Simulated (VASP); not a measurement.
An input for Ansatz (written as the equivalent of a VASP run, and not itself run):

Ansatz 0.2 input:
```yaml
crystal:
  lattice:
    - [1.3663219, -2.3665393, 0.0000000]
    - [1.3663219, 2.3665393, 0.0000000]
    - [0.0000000, 0.0000000, 4.3855212]
  atoms:
    - { symbol: Tc, position: [0.3333330, 0.6666670, 0.2500000] }
    - { symbol: Tc, position: [0.6666670, 0.3333330, 0.7500000] }
kpoints:
  mp_grid: { grid: [14, 14, 8] }
hamiltonian:
  xc: r2scan
  pseudopotentials: { kind: paw }
scf:
  occupations: { method: methfessel_paxton, width: 0.1 }
  max_iter: 100
relax:
  max_steps: 40
  f_tol: 0.01
  cell: { p_target: 1 }
output: { forces: true, stress: true, eigenvalues: true }
```

**Question.** Write the VASP files for the same calculation (r2SCAN).

**Answer.** One answer among several that fit: 
INCAR:
```
ALGO  =  Normal   # blocked Davidson
SIGMA  =  0.1   # width (eV)
LMIXTAU  =  .True.
ENCUT  =  480   # plane-wave cut-off (eV)
NSW  =  40   # most ionic steps
METAGGA  =  R2SCAN
LWAVE  =  .False.
LREAL  =  .False.   # projection in real space or not
PSTRESS  =  10
IBRION  =  2
PREC  =  Accurate
SYSTEM  =  Tc
LCHARG  =  .False.
ISMEAR  =  1   # Methfessel-Paxton
NELM  =  100   # most electronic steps
EDIFF  =  1E-7
ISIF  =  3   # ions, shape and volume
EDIFFG  =  -0.01   # ionic stop
LMAXMIX  =  4
LASPH  =  .True.
```

POSCAR:
```
Tc
1
    1.3663218689    -2.3665392869    -0.0000000000
    1.3663218689     2.3665392869     0.0000000000
    0.0000000000    -0.0000000000     4.3855211597
Tc
2
Direct
  0.3333330000   0.6666670000   0.2500000000
  0.6666670000   0.3333330000   0.7500000000
```

### KPOINTS
```
K-points
0
gamma
 14 14 8
0 0 0
```

POTCAR, in this order: Tc_pv (PBE.64 set). Program: vasp_std.

The two are equivalent in intent, not identical: each code has its own PAW files, so the cut-off isn't converted (ENCUT is set for VASP's; basis.ecutwfc is left out, and Ansatz then takes the one that its files recommend); Ansatz stops its SCF on the density residual and VASP on the energy change (EDIFF).

The compound is Tc in the hcp structure. This run relaxes it under an external pressure of 1 GPa. Symmetry was kept, so distortions that lower it aren't found.
